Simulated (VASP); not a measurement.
Computed with TPSS meta-GGA, VASP's PBE PAW potentials (set 64) (plane waves; VASP 6.6.1).

VASP input:

**INCAR**
```
SYSTEM = Fe
PREC = Accurate
ENCUT = 520
EDIFF = 1E-7
NELM = 100
ALGO = Normal
LREAL = .FALSE.
LASPH = .TRUE.
ISMEAR = -5
METAGGA = TPSS
LMIXTAU = .TRUE.
LMAXMIX = 4
ISPIN = 2
MAGMOM = 2.1
LORBIT = 11
LWAVE = .FALSE.
LCHARG = .FALSE.
NEDOS = 601
ISIF = 2
```

KPOINTS:
```
K-points
0
Gamma
20 20 20
```

File POSCAR:
```
Fe
1
   -1.4008720313     1.4008720313     1.4008720313
    1.4008720313    -1.4008720313     1.4008720313
    1.4008720313     1.4008720313    -1.4008720313
Fe
1
Direct
  0.0000000000   0.0000000000   0.0000000000
```

File KPOINTS_OPT:
```
k-points along high-symmetry lines
10
Line-mode
Reciprocal
  0.000000   0.000000   0.000000 ! GAMMA
  0.500000  -0.500000   0.500000 ! H

  0.500000  -0.500000   0.500000 ! H
  0.000000  -0.000000   0.500000 ! N

  0.000000  -0.000000   0.500000 ! N
  0.000000   0.000000   0.000000 ! GAMMA

  0.000000   0.000000   0.000000 ! GAMMA
  0.250000   0.250000   0.250000 ! P

  0.250000   0.250000   0.250000 ! P
  0.500000  -0.500000   0.500000 ! H

  0.250000   0.250000   0.250000 ! P
  0.000000  -0.000000   0.500000 ! N
```

POTCAR, in this order: Fe (PBE.64 set). Program: vasp_std.

Output of the run:

**OSZICAR**
```
       N       E                     dE             d eps       ncg     rms          rms(c)
DAV:   1     0.144941715055E+02    0.14494E+02   -0.45221E+03  9593   0.121E+03
DAV:   2    -0.110489789174E+02   -0.25543E+02   -0.24277E+02  9275   0.144E+02
DAV:   3    -0.115672525554E+02   -0.51827E+00   -0.51708E+00 10339   0.294E+01
DAV:   4    -0.115704366451E+02   -0.31841E-02   -0.31843E-02 10025   0.211E+00
DAV:   5    -0.115704706209E+02   -0.33976E-04   -0.33979E-04  9982   0.204E-01    0.117E+01
DAV:   6    -0.159883557770E+02   -0.44179E+01   -0.35194E+00  9237   0.263E+01    0.441E+00
DAV:   7    -0.156629240927E+02    0.32543E+00   -0.30188E+00  9737   0.234E+01    0.602E+00
DAV:   8    -0.159400467930E+02   -0.27712E+00   -0.62224E-01  9744   0.113E+01    0.130E+00
DAV:   9    -0.159594028083E+02   -0.19356E-01   -0.10779E-01 10209   0.460E+00    0.769E-01
DAV:  10    -0.159566573123E+02    0.27455E-02   -0.98102E-03 12646   0.102E+00    0.122E-01
DAV:  11    -0.159567717906E+02   -0.11448E-03   -0.75461E-04  9821   0.416E-01    0.873E-02
DAV:  12    -0.159567739832E+02   -0.21926E-05   -0.22340E-04  9801   0.223E-01    0.390E-02
DAV:  13    -0.159567823599E+02   -0.83766E-05   -0.80642E-06 11407   0.396E-02    0.283E-02
DAV:  14    -0.159567808406E+02    0.15193E-05   -0.21855E-05 10224   0.632E-02    0.443E-03
DAV:  15    -0.159567804749E+02    0.36572E-06   -0.54009E-07  8257   0.937E-03    0.890E-04
DAV:  16    -0.159567806872E+02   -0.21230E-06   -0.41913E-08  4655   0.250E-03    0.213E-04
DAV:  17    -0.159567806657E+02    0.21483E-07   -0.29641E-09  4633   0.758E-04
   1 F= -.15956781E+02 E0= -.15956781E+02  d E =0.000000E+00  mag=     2.1463
       N       E                     dE             ncg
```

### OUTCAR
```
------------------------ aborting loop because EDIFF is reached ----------------------------------------
  FORCE on cell =-STRESS in cart. coord.  units (eV):
  Direction    XX          YY          ZZ          XY          YZ          ZX
  --------------------------------------------------------------------------------------
  Total        0.0230007      0.0230007      0.0230007      0.0000000     -0.0000000     -0.0000000
  in kB        3.3511732      3.3511732      3.3511732      0.0000000     -0.0000000     -0.0000000
  external PRESSURE =       3.3511732 kB  Pullay stress =       0.0000000 kB
  volume of cell :       11.00
      direct lattice vectors                 reciprocal lattice vectors
    -1.400872031  1.400872031  1.400872031     0.000000000  0.356920539  0.356920539
     1.400872031 -1.400872031  1.400872031     0.356920539  0.000000000  0.356920539
     1.400872031  1.400872031 -1.400872031     0.356920539  0.356920539  0.000000000
 POSITION                                       TOTAL-FORCE (eV/Angst)
 -----------------------------------------------------------------------------------
      0.00000      0.00000      0.00000         0.000000      0.000000     -0.000000
 -----------------------------------------------------------------------------------
    total drift:                               -0.000000     -0.000000      0.000000
  FREE ENERGIE OF THE ION-ELECTRON SYSTEM (eV)
  ---------------------------------------------------
  free  energy   TOTEN  =       -15.9567806657 eV

  energy  without entropy=      -15.9567806657  energy(sigma->0) =      -15.95678067

 total charge

# of ion       s       p       d       tot
------------------------------------------
    1        0.497   0.577   6.240   7.314

 magnetization (x)

# of ion       s       p       d       tot
------------------------------------------
    1       -0.017  -0.062   2.208   2.129
```
(Selected blocks of OUTCAR.)

OUTCAR:
```
 val. band max:        6.1884000651   @ k =   0.4500   0.0000   0.0000

 cond. band min:       6.0875368731   @ k =  -0.2500   0.2500   0.2000


 Fermi energy:         6.1168094958

 spin component 1

 k-point     1 :       0.0000    0.0000    0.0000
  band No.  band energies     occupation
      1      -2.5465      1.00000
      2       3.7336      1.00000
      3       3.7336      1.00000
      4       3.7336      1.00000
      5       4.9195      1.00000
      6       4.9195      1.00000
      7      31.3412      0.00000
      8      31.3412      0.00000
      9      31.3412      0.00000

 k-point     2 :       0.0500    0.0000    0.0000
  band No.  band energies     occupation
      1      -2.4399      1.00000
      2       3.7033      1.00000
      3       3.7314      1.00000
      4       3.7924      1.00000
      5       4.8889      1.00000
      6       4.9220      1.00000
      7      30.6444      0.00000
      8      31.1943      0.00000
      9      31.2791      0.00000

 k-point     3 :       0.1000    0.0000    0.0000
  band No.  band energies     occupation
      1      -2.1257      1.00000
      2       3.6160      1.00000
      3       3.7160      1.00000
      4       3.9656      1.00000
      5       4.8152      1.00000
      6       4.9299      1.00000
      7      28.9967      0.00000
      8      30.6813      0.00000
      9      31.1168      0.00000

 k-point     4 :       0.1500    0.0000    0.0000
  band No.  band energies     occupation
      1      -1.6224      1.00000
      2       3.4820      1.00000
      3       3.6677      1.00000
      4       4.2424      1.00000
      5       4.7468      1.00000
      6       4.9443      1.00000
      7      26.9019      0.00000
      8      29.7868      0.00000
      9      30.9051      0.00000

 k-point     5 :       0.2000    0.0000    0.0000
  band No.  band energies     occupation
      1      -0.9690      1.00000
...
```

For a metal the tetrahedron method with Blöchl corrections gives inexact stress and forces.

The compound is Fe in the bcc structure. It was relaxed first, which changed the volume by -7 %.
